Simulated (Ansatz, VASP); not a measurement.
**Cross-check of Ta (Ta(100)) between VASP and Ansatz**

One calculation is typed for both programs; each brings its own data sets. How far apart do they land? Of the first pair: The structure shown is the start of the Ansatz relaxation below; VASP solves that cell, so the two are compared at the walk's first step.

Program: Ansatz 0.2.0. Level of theory: plane waves, with VASP 6.6.1 beside it; RPBE. Results are calculated unless marked as measured.

## Step 1: The starting structure

The cell holds 5 atoms: 5 Ta. Cell: a = 3.310 Å, b = 3.310 Å, c = 24.620 Å, α = 90.0°, β = 90.0°, γ = 90.0°. Vacuum lies along c.

## Step 2: Ansatz: relaxation, RPBE

Ansatz runs on its default PAW (the set named soft_2) files.

The two programs are compared at the cell with which this relaxation starts, whose forces are those of its first step.

The input, input.yaml:

```yaml
crystal:
  lattice:
    - [3.31, 0.0, 0.0]
    - [0.0, 3.31, 0.0]
    - [0.0, 0.0, 24.62]
  atoms:
    - { symbol: Ta, position: [0.0, 0.0, 0.3655564582] }
    - { symbol: Ta, position: [0.5, 0.5, 0.4327782291] }
    - { symbol: Ta, position: [0.0, 0.0, 0.5] }
    - { symbol: Ta, position: [0.5, 0.5, 0.5672217709] }
    - { symbol: Ta, position: [0.0, 0.0, 0.6344435418] }
kpoints:
  mp_grid: { grid: [9, 9, 1] }
hamiltonian:
  xc: rpbe
scf:
  occupations: { method: fermi_dirac, width: 0.1 }
  convergence: { dr2_threshold: 1.0e-08 }
efield:
  axis: 3
  dipole_correction: true
  ramp_position: 0.97
  ramp_width: 0.06
relax:
  f_tol: 0.02
  max_steps: 60
  constraints: [{ sites: [0, 1] }]
output:
  write_potential: true
  write_density: true
  volumetric_format: npy
```

The run is started by

```console
ansatz run input.yaml --threads 4 --pin off --max-ram 12288MiB --backend cpu --events-out ev --progress --plain --runs-dir out
```

Numbers of over 12 decimals in the logs are rounded to 6 here.

The log of the run:

```text
Engine: ansatz 0.2.0, aarch64-unknown-linux-gnu
Pseudopotentials: kind: paw
Pseudopotential: Ta, paw, valence charge 13, recommended cutoff 420 eV (normal), Ta.paw.azcp
Functional definition: RPBE
  parameter kappa = 0.804
  parameter beta = 0.066725
  exchange = rpbe_x(kappa = kappa, mu = beta*pi^2/3)
  correlation = pbe_c(beta = beta)
Crystal: 5 atoms, lattice volume = 269.739 Å³
Basis set: ecut = 420 eV, 5323 PW (Γ), exchange–correlation on 48×48×360 points (8 copies of the dense FFT grid, shifted against one another)
Bands: 39, of which v1, the nominal top of the filled ones, is band 33 counted from 1 (32 counted from 0)
Symmetry: 8 space group operations
k-points: 15 of 81
Non-local potential: Ta, projectors of the file, l = 0: 3, l = 1: 2, l = 2: 2, l = 3: 1
PAW form: soft (Blöchl's): semilocal exchange-correlation on the pseudo side does not see the compensation charge
PAW frozen core: Ta, regenerated for the run's functional, and the local potential with it (the file was generated under x = pbe(κ = 0.804, μ = 0.219515), c = pbe(β = 0.066725))
PAW one-centre angular grid: Ta, 590 points (default); XC on 64 Gauss nodes
Initial density: superposition of atomic densities (neutral atoms: chi_scale 0, normalization atom), corrected by the library's trained network
Initial wavefunctions: pseudopotential atomic-orbital guess
Functional: x = rpbe, c = pbe(β = 0.066725)
SCF iter   1: F=—  HF=-49720.703390 eV  |F-HF|=—  |Δ(HF+E_count)|=         —  Δρ=7.91e-3  dr2=2.35e0  ethr=1.77e-3  p=-0.000 e·Å  D=-5.18e-14 V/Å  ΔV_dip=0.00 eV  dr2_dipole=5.46e-8  V_vac-E_F(+/−)=3.96/3.96 eV  ⟨swp⟩=8.3  Hψ=2781  notcnv=0
efield: sawtooth ramp at fractional position 0.9700 (set: `efield.ramp_position`, or a place that a band, a saddle search or an elastic batch's reference lends), width 0.0600; the density the first Hamiltonian is built on has a dipole p = -0.000 e·Å; the dipole correction subtracts the counter field D = -5.18e-14 V/Å, which shifts the + side's vacuum level by +0.00 eV against the − side's; the planar-averaged density in the ramp window peaks in size at 2.5e-5 e/Å³
preconditioner: auto → LDOS  [metal: Δε(μ)=0.033 eV  Ē_g=3.342 eV  σ=0.100 eV  W_gap=0.08  n_scr=44 (ndim 8)  ℏωp=11.3 eV  f_vac=0.563  D(μ)=4.93/eV (n_scr^D=14)  β→1.0]
SCF iter   2: F=—  HF=-49720.637330 eV  |F-HF|=—  |Δ(HF+E_count)|=   6.61e-2  Δρ=4.55e-3  dr2=7.83e-1  ethr=1.77e-3  p=-0.000 e·Å  D=-7.91e-6 V/Å  ΔV_dip=0.00 eV  dr2_dipole=4.20e-9  V_vac-E_F(+/−)=3.71/3.71 eV  ⟨swp⟩=3.2  Hψ=883  notcnv=0
SCF iter   3: F=—  HF=-49720.612837 eV  |F-HF|=—  |Δ(HF+E_count)|=   2.45e-2  Δρ=7.13e-4  dr2=3.14e-3  ethr=1.20e-3  p=-0.000 e·Å  D=-8.21e-6 V/Å  ΔV_dip=0.00 eV  dr2_dipole=5.55e-10  V_vac-E_F(+/−)=3.80/3.80 eV  ⟨swp⟩=2.4  Hψ=670  notcnv=0
SCF iter   4: F=—  HF=-49720.614217 eV  |F-HF|=—  |Δ(HF+E_count)|=   1.38e-3  Δρ=2.87e-4  dr2=6.51e-4  ethr=4.83e-6  p=-0.000 e·Å  D=-2.55e-6 V/Å  ΔV_dip=0.00 eV  dr2_dipole=2.42e-10  V_vac-E_F(+/−)=3.80/3.80 eV  ⟨swp⟩=2.8  Hψ=860  notcnv=0
SCF iter   5: F=—  HF=-49720.614283 eV  |F-HF|=—  |Δ(HF+E_count)|=   6.65e-5  Δρ=8.62e-5  dr2=7.37e-5  ethr=1.00e-6  p=-0.000 e·Å  D=-1.52e-6 V/Å  ΔV_dip=0.00 eV  dr2_dipole=4.99e-11  V_vac-E_F(+/−)=3.81/3.81 eV  ⟨swp⟩=2.0  Hψ=773  notcnv=0
SCF iter   6: F=—  HF=-49720.614280 eV  |F-HF|=—  |Δ(HF+E_count)|=   2.64e-6  Δρ=2.54e-5  dr2=1.72e-5  ethr=1.13e-7  p=-0.000 e·Å  D=-7.03e-7 V/Å  ΔV_dip=0.00 eV  dr2_dipole=2.83e-11  V_vac-E_F(+/−)=3.82/3.82 eV  ⟨swp⟩=2.1  Hψ=795  notcnv=0
SCF iter   7: F=—  HF=-49720.614279 eV  |F-HF|=—  |Δ(HF+E_count)|=   1.82e-6  Δρ=9.80e-6  dr2=7.36e-7  ethr=2.64e-8  p=-0.000 e·Å  D=-6.77e-8 V/Å  ΔV_dip=0.00 eV  dr2_dipole=1.00e-12  V_vac-E_F(+/−)=3.82/3.82 eV  ⟨swp⟩=2.1  Hψ=772  notcnv=0
SCF iter   8: F=—  HF=-49720.614350 eV  |F-HF|=—  |Δ(HF+E_count)|=   7.15e-5  Δρ=2.55e-6  dr2=3.33e-8  ethr=1.13e-9  p=0.000 e·Å  D=3.36e-9 V/Å  ΔV_dip=-0.00 eV  dr2_dipole=1.02e-13  V_vac-E_F(+/−)=3.82/3.82 eV  ⟨swp⟩=2.5  Hψ=1045  notcnv=0
SCF iter   9: F=-49720.614350 eV  HF=-49720.614350 eV  |F-HF|=3.35e-9  |Δ(HF+E_count)|=   5.25e-8  Δρ=7.70e-7  dr2=4.61e-9  ethr=1.54e-11  p=0.000 e·Å  D=2.20e-9 V/Å  ΔV_dip=-0.00 eV  dr2_dipole=6.44e-14  V_vac-E_F(+/−)=3.82/3.82 eV  ⟨swp⟩=11.4  Hψ=4492  notcnv=0
SCF 1 converged in 9 iterations: F = -49720.614350 eV  dr2 = 4.61e-9
  greatest PAW one-centre occupation: 0.999 electrons in one spin orbital (limit 2), on the Ta atom at site 3 (counted from 0), in its partial waves of l = 0
relax step   1: F+E_penalty+E_count = -49720.61435008 eV  Δ(F+E_penalty+E_count) = +0.000e0 eV  max|allowed force component| = 1.437e0 eV/Å  Δτ_max = 0.0000 Å  (9 SCF iters, accepted)
[...]
relax step   3: F+E_penalty+E_count = -49720.73738451 eV  Δ(F+E_penalty+E_count) = -9.968e-2 eV  max|allowed force component| = 7.030e-2 eV/Å  Δτ_max = 0.1163 Å  (9 SCF iters, accepted)
[...]
relax step   4: F+E_penalty+E_count = -49720.73764907 eV  Δ(F+E_penalty+E_count) = -2.646e-4 eV  max|allowed force component| = 6.443e-3 eV/Å  Δτ_max = 0.0100 Å  (7 SCF iters, accepted)
NSCF: frozen V_eff on 15 k-points
the band table was solved once a step of the walk had ended and its energy, with any forces and stress, was formed, with the checks that follow a solve (2662 applications of the Hamiltonian). They found nothing against the state; the energy, forces and stress were not computed again (output.eigenvalues in the input reference)
WARN: The output density's exchange-correlation potential varies sharply where the density is thin. Do not read a vacuum level from v_tot or v_xc, or from such a field of the output density. On a cell that repeats whose density bears no net charge and no dipole along the vacuum's axis use v_es (v_loc + v_h of the components); under efield.dipole_correction with no amplitude use v_es + v_field, which holds any externa [...]
SCF converged after 7 iterations
Free energy (F): -49720.737649 eV
Harris-Foulkes:  -49720.737649 eV  (|F-HF|=1.18e-9)
Internal energy: -49720.572836 eV  (E = F + TS)
E sigma→0 (E₀):  -49720.655243 eV
Entropy (-TS):   -0.164813 eV (-32.963 meV/atom)
Fermi energy:    4.026148 eV
Dipole field:    D = 0.007699 V/Å  (p = 0.011477 e·Å, saw-weighted, corrected)
Work function:   Φ+ = 3.6485 eV   Φ− = 3.8381 eV
Levels:          The Fermi level and band energies are counted from a zero that moves with the ramp; work functions are not
--- Per-component energies (eV) ---
  E_band       = -1492.615626
  E_kinetic    = 1819.091786
  E_local      = -66652.226504  (includes V_loc(G=0)·N_el)
  E_nonlocal   = 68.903331
  E_hartree    = 32420.715008
  E_xc         = -1087.981451
  E_vxc        = -1011.453062  (∫ρ·V_xc dr)
  E_paw        = -42042.891230  (= ΣΔE_a)
  E_vpaw       = -558.348088  (= ΣTr[D̂ρ^β])
  E_aug_tail   = 0.000727  (compensation charges beyond the density's cutoff)
  E_efield     = 0.000044  (sawtooth field / dipole correction)
  E_vefield    = -0.003229  (∫n·V_field dr)
  E_ewald      = 25753.954586
  E_core_change = -0.139133  (= ΣΔE_core)
  E_smearing   = -0.164813  (= −TS)
  E_closure    = -0.000000  (closes the sum)
  Σ components = -49720.737649   (vs F -49720.737649, Δ=0.00e0)
--- Forces (eV/Å), atoms counted from 1 ---
  atom   1  Ta    -0.00000000     0.00000000     1.16359862
  atom   2  Ta     0.00000000     0.00000000    -1.15722321
  atom   3  Ta     0.00000000     0.00000000     0.00297544
  atom   4  Ta    -0.00000000     0.00000000    -0.00291385
  atom   5  Ta     0.00000000     0.00000000    -0.00644254
  max |Σ_I F_I| component: 5.55e-6 eV/Å
--- Band table (eV; the first three rows and the last of 15) ---
  k-point 0: bands = [... 29 lower, 4.0449, 4.4675, 4.4675, 4.6687, 4.6687, 4.6830, 5.0663, 5.1491, ... 2 higher]
  k-point 1: bands = [... 29 lower, 3.9778, 4.0495, 4.2262, 4.2925, 4.6884, 4.7483, 4.8269, 5.0278, ... 2 higher]
  k-point 2: bands = [... 29 lower, 3.3869, 3.6126, 3.7918, 4.2423, 4.3329, 4.4898, 5.1222, 5.4147, ... 2 higher]
  k-point 14: bands = [... 29 lower, 2.7546, 2.8098, 3.6686, 3.8380, 5.6192, 5.7458, 5.9604, 5.9645, ... 2 higher]
--- Relaxed structure (4 steps of the walk, 4 accepted, 0 SCFs on fresh bases) ---
  F+E_penalty+E_count = -49720.73764907 eV   max|allowed force component| = 6.443e-3 eV/Å
  atoms:
    - { symbol: Ta, position: [0.0, 0.0, 0.3655564582] }
    - { symbol: Ta, position: [0.5, 0.5, 0.4327782291] }
    - { symbol: Ta, position: [0, 0.0, 0.501475] }
    - { symbol: Ta, position: [0.5, 0.5, 0.570892] }
    - { symbol: Ta, position: [0, 0.0, 0.630644] }
```

## Step 3: VASP: single point, RPBE, start cell, pair 1

The same cell, functional, mesh and smearing now go to VASP, with its own data sets.

Lines of VASP's logs that name or quote its potential files are left out, and so is its time.

The input, INCAR:

```
SYSTEM = Ta
PREC = Accurate
ENCUT = 400
EDIFF = 1E-06
NELM = 120
ISMEAR = -1
SIGMA = 0.1
LREAL = .FALSE.
ALGO = Normal
GGA = RP
NBANDS = 34
LASPH = .TRUE.
LORBIT = 11
LWAVE = .FALSE.
LCHARG = .FALSE.
ISIF = 2
LDIPOL = .TRUE.
IDIPOL = 3
DIPOL = 0.5 0.5 0.5
LVHAR = .TRUE.
GGA_COMPAT = .FALSE.
NELMDL = -8
KPAR = 4
```

The input, POSCAR:

```
Ta
1.0
    3.3100000000      0.0000000000      0.0000000000
    0.0000000000      3.3100000000      0.0000000000
    0.0000000000      0.0000000000     24.6200000000
Ta
5
Direct
    0.0000000000      0.0000000000      0.3655564582
    0.5000000000      0.5000000000      0.4327782291
    0.0000000000      0.0000000000      0.5000000000
    0.5000000000      0.5000000000      0.5672217709
    0.0000000000      0.0000000000      0.6344435418
```

The input, KPOINTS:

```
Automatic mesh
0
Gamma
9 9 1
0 0 0
```

The projector-augmented-wave data sets are Ta_pv (PBE family, release 64).

The run is started by

```console
mpirun -np 4 vasp_std
```

The log of the run:

```text
[banner, memory and clock lines left out]
running    4 mpi-ranks, on    1 nodes
 distrk:  each k-point on    1 cores,    4 groups
 distr:  one band on    1 cores,    1 groups

 POSCAR found type information on POSCAR Ta
 POSCAR found :  1 types and       5 ions
|                                                                             |
|               ----> ADVICE to this user running VASP <----                  |
|                                                                             |
|     You enforced a specific xc type in the INCAR file but a different       |
|     [... a line on the potential file left out ...]
|     I HOPE YOU KNOW WHAT YOU ARE DOING!                                     |
|                                                                             |

 LDA part: xc-table for (Slater+PW92), standard interpolation
 POSCAR, INCAR and KPOINTS ok, starting setup
 FFT: planning ... GRIDC
 FFT: planning ... GRID_SOFT
 FFT: planning ... GRID
 WAVECAR not read
 entering main loop
       N       E                     dE             d eps       ncg     rms          rms(c)
DAV:   1     0.382141429772E+03    0.38214E+03   -0.27838E+04  1324   0.114E+03
DAV:   2    -0.400466077914E+02   -0.42219E+03   -0.41430E+03  1204   0.334E+02
DAV:   3    -0.590750677303E+02   -0.19028E+02   -0.18617E+02  1296   0.620E+01
DAV:   4    -0.599367708313E+02   -0.86170E+00   -0.85254E+00  1544   0.111E+01
DAV:   5    -0.599556101013E+02   -0.18839E-01   -0.18791E-01  1478   0.152E+00
DAV:   6    -0.599564449766E+02   -0.83488E-03   -0.83374E-03  1576   0.264E-01
DAV:   7    -0.599564739055E+02   -0.28929E-04   -0.28903E-04  1478   0.454E-02
DAV:   8    -0.599564758386E+02   -0.19331E-05   -0.19324E-05  1406   0.914E-03    0.273E+01
DAV:   9    -0.634693207095E+02   -0.35128E+01   -0.11397E+02  1382   0.448E+01    0.179E+01
DAV:  10    -0.611815796556E+02    0.22877E+01   -0.25285E+02  1304   0.383E+01    0.152E+01
DAV:  11    -0.546928743806E+02    0.64887E+01   -0.25767E+01  1318   0.193E+01    0.630E+00
DAV:  12    -0.534138581506E+02    0.12790E+01   -0.51982E+00  1444   0.100E+01    0.285E+00
DAV:  13    -0.532495154111E+02    0.16434E+00   -0.58326E-01  1560   0.405E+00    0.183E+00
DAV:  14    -0.532452155756E+02    0.42998E-02   -0.49943E-02  1390   0.136E+00    0.134E+00
[...]
DAV:  18    -0.531807008024E+02    0.37972E-03   -0.52281E-04  1390   0.121E-01    0.646E-02
DAV:  19    -0.531803116681E+02    0.38913E-03   -0.72119E-04  1356   0.128E-01    0.170E-02
DAV:  20    -0.531801713259E+02    0.14034E-03   -0.10925E-04  1230   0.386E-02    0.121E-02
DAV:  21    -0.531802133986E+02   -0.42073E-04   -0.24723E-05  1150   0.169E-02    0.105E-02
DAV:  22    -0.531802587896E+02   -0.45391E-04   -0.24093E-05  1124   0.197E-02    0.344E-03
DAV:  23    -0.531802774634E+02   -0.18674E-04   -0.86902E-06   926   0.709E-03    0.145E-03
DAV:  24    -0.531802792258E+02   -0.17624E-05   -0.34740E-06   798   0.425E-03    0.914E-04
DAV:  25    -0.531802784329E+02    0.79292E-06   -0.43554E-07   744   0.242E-03
   1 F= -.53180278E+02 E0= -.53089436E+02  d E =-.181685E+00
```

[end of part 1 of 2]

[Lines on the potential files, build, host, timing and source positions are cut from VASP's logs without a mark.]

[Logs are printed without paths, hosts, clocks, repeated set-up lines and the standing remarks that a program may print on its own settings, such as how far it seeks lower states.]

[Hosts, paths, dates, database ids (printed as entryN), source tags and the programs' standing remarks are cut or masked in the printed files.]
